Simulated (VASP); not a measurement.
# LiTcO3 (Pm-3m) in VASP: further runs

One crystal, LiTcO3, is run at these levels: LDA; tasks: single point.

All numbers are computed with VASP 6.6.1; they aren't measurements. Logs are shortened: lines on timing, memory, paths and dates and some standing lists are left out, and cuts for length are marked.

## Step 1: The structure

It takes space group Pm-3m (No. 221, cubic). Conventional cell: a = 3.854 Å, b = 3.854 Å, c = 3.854 Å, α = 90.00°, β = 90.00°, γ = 90.00°. Li (site symmetry m-3m) is surrounded by 12 O at 2.73 Å. Tc (site symmetry m-3m) is surrounded by 6 O at 1.93 Å. Around O (site symmetry 4/mmm) lie 2 Tc at 1.93 Å.

The cell comes from a database or a generator and needn't be the stable form of this composition.

## Step 2: Single point, LDA

Input file INCAR:

```
  PREC = Accurate
  ENCUT = 520
  EDIFF = 1E-6
  ISMEAR = 1
  SIGMA = 0.05
  LREAL = False
  LASPH = True
  NELM = 100
  ALGO = Normal
  ISIF = 2
  LWAVE = False
  LCHARG = False
  GGA = CA
  NBANDS = 25
```

Input file KPOINTS:

```
regular mesh
0
Gamma
  5 5 5
```

Input file POSCAR:

```
LiTcO3
1.0
    3.8539000000      0.0000000000      0.0000000000
    0.0000000000      3.8539000000      0.0000000000
    0.0000000000      0.0000000000      3.8539000000
Li Tc O
1 1 3
Direct
    0.0000000000      0.0000000000      0.0000000000
    0.5000000000      0.5000000000      0.5000000000
    0.5000000000      0.5000000000      0.0000000000
    0.5000000000      0.0000000000      0.5000000000
    0.0000000000      0.5000000000      0.5000000000
```

Potentials or basis: VASP PAW LDA potentials, release 64 (Li_sv, Tc_pv, O).

Command:

```sh
> cat potpaw_LDA.64/Li_sv/POTCAR potpaw_LDA.64/Tc_pv/POTCAR potpaw_LDA.64/O/POTCAR > POTCAR
> mpirun -np 1 vasp_std > vasp.out
```

OUTCAR:

```text
PREC = Accurate
   ENCUT = 520
   EDIFF = 1E-6
   ISMEAR = 1
   LREAL = False
   LASPH = True
   NELM = 100
   ISIF = 2
   GGA = CA

 ion  position               nearest neighbor table
   1  0.000  0.000  0.000-
   2  0.500  0.500  0.500-   3 1.93   4 1.93   5 1.93   3 1.93   4 1.93   5 1.93
   3  0.500  0.500  0.000-   2 1.93   2 1.93
   4  0.500  0.000  0.500-   2 1.93   2 1.93
   5  0.000  0.500  0.500-   2 1.93   2 1.93

  LATTYP: Found a simple cubic cell.
 ALAT       =     3.8539000000

  Lattice vectors:

 A1 = (   3.8539000000,   0.0000000000,   0.0000000000)
 A2 = (   0.0000000000,   3.8539000000,   0.0000000000)
 A3 = (   0.0000000000,   0.0000000000,   3.8539000000)

Analysis of symmetry for initial positions (statically):
=====================================================================
 Subroutine PRICEL returns:
 Original cell was already a primitive cell.

 Routine SETGRP: Setting up the symmetry group for a
 simple cubic supercell.

 Subroutine GETGRP returns: Found 48 space group operations
 (whereof 48 operations were pure point group operations)
 out of a pool of 48 trial point group operations.

The static configuration has the point symmetry O_h .

Analysis of symmetry for dynamics (positions and initial velocities):
=====================================================================
 Subroutine PRICEL returns:
 Original cell was already a primitive cell.

 Routine SETGRP: Setting up the symmetry group for a
 simple cubic supercell.

 Subroutine GETGRP returns: Found 48 space group operations
 (whereof 48 operations were pure point group operations)
 out of a pool of 48 trial point group operations.

The dynamic configuration has the point symmetry O_h .

 Subroutine INISYM returns: Found 48 space group operations
 (whereof 48 operations are pure point group operations),
 and found     1 'primitive' translations

----------------------------------------------------------------------------------------

                                     Primitive cell

  volume of cell :      57.2402

  direct lattice vectors                    reciprocal lattice vectors
     3.853900000  0.000000000  0.000000000     0.259477412  0.000000000  0.000000000
     0.000000000  3.853900000  0.000000000     0.000000000  0.259477412  0.000000000
     0.000000000  0.000000000  3.853900000     0.000000000  0.000000000  0.259477412

  length of vectors
     3.853900000  3.853900000  3.853900000     0.259477412  0.259477412  0.259477412

  position of ions in fractional coordinates (direct lattice)
     0.000000000  0.000000000  0.000000000
     0.500000000  0.500000000  0.500000000
     0.500000000  0.500000000  0.000000000
     0.500000000  0.000000000  0.500000000
     0.000000000  0.500000000  0.500000000

  ion indices of the primitive-cell ions
   primitive index   ion index
                 1           1
                 2           2
                 3           3
                 4           4
                 5           5

----------------------------------------------------------------------------------------

 KPOINTS: regular mesh

Automatic generation of k-mesh.
 Grid dimensions read from file:
 generate k-points for:    5    5    5

 Generating k-lattice:

  Cartesian coordinates                     Fractional coordinates (reciprocal lattice)
     0.051895482  0.000000000  0.000000000     0.200000000  0.000000000  0.000000000
     0.000000000  0.051895482  0.000000000     0.000000000  0.200000000  0.000000000
     0.000000000  0.000000000  0.051895482     0.000000000  0.000000000  0.200000000

  Length of vectors
     0.051895482  0.051895482  0.051895482

  Shift w.r.t. Gamma in fractional coordinates (k-lattice)
     0.000000000  0.000000000  0.000000000

 Subroutine IBZKPT returns following result:
 ===========================================

 Found     10 irreducible k-points:

 Following reciprocal coordinates:
            Coordinates               Weight
  0.000000  0.000000  0.000000      1.000000
  0.200000  0.000000  0.000000      6.000000
  0.400000  0.000000  0.000000      6.000000
  0.200000  0.200000  0.000000     12.000000
  0.400000  0.200000  0.000000     24.000000
  0.400000  0.400000  0.000000     12.000000
  0.200000  0.200000  0.200000      8.000000
  0.400000  0.200000  0.200000     24.000000
  0.400000  0.400000  0.200000     24.000000
  0.400000  0.400000  0.400000      8.000000
   k-points           NKPTS =     10   k-points in BZ     NKDIM =     10   number of bands    NBANDS=     25
   number of dos      NEDOS =    301   number of ions     NIONS =      5
   total plane-waves  NPLWV =  27000
   dimension x,y,z NGX =    30 NGY =   30 NGZ =   30
   dimension x,y,z NGXF=    60 NGYF=   60 NGZF=   60
   ions per type =               1   1   3
   NGX,Y,Z   is equivalent  to a cutoff of  12.94, 12.94, 12.94 a.u.
   NGXF,Y,Z  is equivalent  to a cutoff of  25.88, 25.88, 25.88 a.u.
 SYSTEM =  unknown system
   PREC   = accura    normal or accurate (medium, high low for compatibility)
   ISTART =      0    job   : 0-new  1-cont  2-samecut
   ICHARG =      2    charge: 1-file 2-atom 10-const
   ISPIN  =      1    spin polarized calculation?
   LNONCOLLINEAR =      F non collinear calculations
   LSORBIT =      F    spin-orbit coupling
   LASPH  =      T    aspherical Exc in radial PAW
   ENCUT  =  520.0 eV  38.22 Ry    6.18 a.u.   7.17  7.17  7.17*2*pi/ulx,y,z
   NELM   =    100;   NELMIN=  2; NELMDL= -5     # of ELM steps
   EDIFF  = 0.1E-05   stopping-criterion for ELM
   LREAL  =      F    real-space projection
   EDIFFG = 0.1E-04   stopping-criterion for IOM
   NSW    =      0    number of steps for IOM
   IBRION =     -1    ionic relax: 0-MD 1-quasi-New 2-CG
   NFREE  =      0    steps in history (QN), initial steepest desc. (CG)
   ISIF   =      2    stress and relaxation
   ISYM   =      2    0-nonsym 1-usesym 2-fastsym
   POTIM  = 0.5000    time-step for ionic-motion
   TEBEG  =    0.0;   TEEND  =   0.0 temperature during run
   PSTRESS=    0.0 pullay stress
   NELECT =      34.0000    total number of electrons
   NUPDOWN=      -1.0000    fix difference up-down
   EMIN   =  10.00;   EMAX   =-10.00  energy-range for DOS
   EFERMI =   0.00;   METHOD = LEGACY
   ISMEAR =     1;   SIGMA  =   0.05  broadening in eV -4-tet -1-fermi 0-gaus
   EFERMI_NEDOS =   21; number of points for ismear=-14 and -15
   IALGO  =     38    algorithm
   IMIX   =      4    mixing-type and parameters
     AMIX     =   0.40;   BMIX     =  1.00
     AMIX_MAG =   1.60;   BMIX_MAG =  1.00
  volume/ion in A,a.u.               =      11.45        77.26
  Fermi-wavevector in a.u.,A,eV,Ry     =   1.376155  2.600556 25.766750  1.893803
  Thomas-Fermi vector in A             =   2.501426
   LORBIT       =      0    0 simple, 1 ext, 2 COOP (PROOUT), +10 PAW based schemes
   GGA     = CA    functional components
   LHFCALC =     F    Hartree Fock is set to
   AEXX    =    0.0000 exact exchange contribution
   IVDW    =     0    specifies the selected vdW correction
   LEPSILON=     F    determine dielectric tensor
   LRPA    =     F    only Hartree local field effects (RPA)
 non-spin polarized calculation
 Methfessel and Paxton  Order N= 1 SIGMA  =   0.05
  energy-cutoff  :      520.00
  volume of cell :       57.24
 maximum number of plane-waves:      1558
 NGX is ok and might be reduce to    30
   NGX = 15   NGY = 15   NGZ = 15

 number of electron      34.0000022 magnetization

 Free energy of the ion-electron system (eV)
  ---------------------------------------------------
  ext. energy  EPLUGINS =         0.00000000
  ---------------------------------------------------
  free energy    TOTEN  =       -39.10283815 eV

  energy without entropy =      -39.10179841  energy(sigma->0) =      -39.10249157

 E-fermi :   4.5530     XC(G=0): -10.7965

 val. band max:        4.4695930841   @ k =   0.2000   0.2000   0.0000
 cond. band min:       4.5618602263   @ k =   0.2000   0.2000   0.2000
 fundamental gap:      0.0922671422
 Fermi energy:         4.5530190128

 k-point     1 :       0.0000    0.0000    0.0000
  band No.  band energies     occupation
      1     -41.0643      2.00000
      2     -36.1095      2.00000
      3     -36.1095      2.00000
      4     -36.1095      2.00000
      5     -14.7075      2.00000
      6     -13.8662      2.00000
[... 17 lines left out ...]
     24      14.5357      0.00000
     25      14.5358      0.00000

 k-point     2 :       0.2000    0.0000    0.0000
  band No.  band energies     occupation
      1     -41.0642      2.00000
      2     -36.1260      2.00000
      3     -36.1086      2.00000
      4     -36.1086      2.00000
      5     -14.5653      2.00000
      6     -13.8570      2.00000
[... 17 lines left out ...]
     24      14.2682      0.00000
     25      14.2682      0.00000

 k-point     3 :       0.4000    0.0000    0.0000
  band No.  band energies     occupation
      1     -41.0640      2.00000
      2     -36.1527      2.00000
      3     -36.1074      2.00000
      4     -36.1074      2.00000
      5     -14.4188      2.00000
      6     -13.8423      2.00000
[... 17 lines left out ...]
     24      13.8727      0.00000
     25      13.8727      0.00000

 k-point     4 :       0.2000    0.2000    0.0000
  band No.  band energies     occupation
      1     -41.0641      2.00000
      2     -36.1253      2.00000
      3     -36.1252      2.00000
      4     -36.1079      2.00000
      5     -14.4041      2.00000
      6     -13.7316      2.00000
[... 17 lines left out ...]
     24      13.1996      0.00000
     25      13.8932      0.00000
[... 85 lines left out ...]
 k-point     8 :       0.4000    0.2000    0.2000
  band No.  band energies     occupation
      1     -41.0637      2.00000
      2     -36.1511      2.00000
      3     -36.1232      2.00000
      4     -36.1230      2.00000
      5     -13.9948      2.00000
      6     -13.5876      2.00000
[... 17 lines left out ...]
     24      12.4114      0.00000
     25      13.3792      0.00000

 k-point     9 :       0.4000    0.4000    0.2000
  band No.  band energies     occupation
      1     -41.0635      2.00000
      2     -36.1498      2.00000
      3     -36.1497      2.00000
      4     -36.1218      2.00000
      5     -13.7854      2.00000
      6     -13.1803      2.00000
[... 17 lines left out ...]
     24      12.2008      0.00000
     25      13.1259      0.00000

 k-point    10 :       0.4000    0.4000    0.4000
  band No.  band energies     occupation
      1     -41.0633      2.00000
      2     -36.1484      2.00000
      3     -36.1484      2.00000
      4     -36.1484      2.00000
      5     -13.2092      2.00000
      6     -13.1115      2.00000
[... 17 lines left out ...]
     24      13.0528      0.00000
     25      13.0528      0.00000

------------------------ aborting loop because EDIFF is reached ----------------------------------------

  FORCE on cell =-STRESS in cart. coord.  units (eV):
  Direction    XX          YY          ZZ          XY          YZ          ZX
  --------------------------------------------------------------------------------------
  -------------------------------------------------------------------------------------
  Total       -5.1091618     -5.1091618     -5.1091618     -0.0000000      0.0000000     -0.0000000
  in kB     -143.0075336   -143.0075336   -143.0075336     -0.0000000      0.0000000     -0.0000000
  external PRESSURE =    -143.0075336 kB  Pullay stress =       0.0000000 kB

 VOLUME and BASIS-vectors are now :
 -----------------------------------------------------------------------------
  energy-cutoff  :      520.00
  volume of cell :       57.24
      direct lattice vectors                 reciprocal lattice vectors
     3.853900000  0.000000000  0.000000000     0.259477412  0.000000000  0.000000000
     0.000000000  3.853900000  0.000000000     0.000000000  0.259477412  0.000000000
     0.000000000  0.000000000  3.853900000     0.000000000  0.000000000  0.259477412

 POSITION                                       TOTAL-FORCE (eV/Angst)
 -----------------------------------------------------------------------------------
      0.00000      0.00000      0.00000         0.000000      0.000000      0.000000
      1.92695      1.92695      1.92695         0.000000      0.000000      0.000000
      1.92695      1.92695      0.00000         0.000000      0.000000      0.000000
      1.92695      0.00000      1.92695         0.000000      0.000000      0.000000
      0.00000      1.92695      1.92695         0.000000      0.000000      0.000000
 -----------------------------------------------------------------------------------
    total drift:                                0.000000      0.000000     -0.000000

  FREE ENERGIE OF THE ION-ELECTRON SYSTEM (eV)
  ---------------------------------------------------
  free  energy   TOTEN  =       -39.1028381475 eV

  energy  without entropy=      -39.1017984071  energy(sigma->0) =      -39.10249157
```

It took 8.1 s on 1 thread of AMD EPYC 9R45 (Zen 5), shared host; peak memory 0.12 GiB.

What came out:

```yaml
Free_energy: -39.1028 eV
Band_gap_on_the_k_mesh: none (metal or under the smearing width)
```

Caveat: the cutoff is under 1.25 times the usual one of these potentials, so pressure, stress and relaxed cells hold a basis-set (Pulay) error.

(Part 1 of 2 ends here.)
